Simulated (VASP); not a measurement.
MgCd2Te3:

```
Mg Cd Te
1.0
     4.57500    0.00000    0.00000
    -2.28750    3.96207    0.00000
     0.00000    0.00000   11.21000
Mg Cd Te
1 2 3
Cartesian
  0.0000 0.0000 2.8025
  2.2875 1.3207 10.2762
  0.0000 2.6414 6.5388
  0.0000 0.0000 0.0000
  0.0000 2.6414 3.7363
  2.2875 1.3207 7.4737
```

The cell was built by a generator and needn't be a form met in nature.

* Program: VASP 6.6.1
* Task: relaxation of cell and atoms
* Functional: PBE
* Potentials or basis: VASP PAW PBE potentials, release 64 (Mg, Cd, Te)
* Cutoff: 520 eV
* k mesh: 4 × 4 × 2
* Occupations: gaussian, width 0.15 eV
* Spin: no spin polarisation

At the start: pressure 2.3 GPa; volume 33.87 Å³/atom.

Problem. Where does the relaxation end?

Solution. Over 9 steps the energy falls by 15.0 meV/atom and the volume is 35.88 Å³/atom (+6.0 %); space group P3m1 (No. 156, to 0.05 Å).

The path:
```tsv
step	energy change (eV)	largest force (eV/Å)	pressure (GPa)	volume (Å³)
1	0.0000	0.3015	2.27	203.20
2	-0.0813	0.1504	-0.55	217.64
3	-0.0841	0.1762	0.00	214.92
4	-0.0842	0.1735	0.00	215.20
5	-0.0835	0.1621	-0.35	216.42
6	-0.0841	0.1715	0.02	215.44
7	-0.0839	0.1674	-0.06	215.93
8	-0.0864	0.1268	-0.17	215.77
9	-0.0899	0.0783	-0.08	215.30
```

Final structure:
```yaml
crystal:
  lattice:
    - [4.67566, 0.00000, 0.00000]
    - [-2.33783, 4.04924, 0.00000]
    - [0.00000, 0.00000, 11.37155]
  atoms:
    - { symbol: Mg, position: [0.00000, 0.00000, 0.25091] }
    - { symbol: Cd, position: [0.66667, 0.33333, 0.91685] }
    - { symbol: Cd, position: [0.33333, 0.66667, 0.58269] }
    - { symbol: Te, position: [0.00000, 0.00000, 0.00349] }
    - { symbol: Te, position: [0.33333, 0.66667, 0.32930] }
    - { symbol: Te, position: [0.66667, 0.33333, 0.66675] }
```
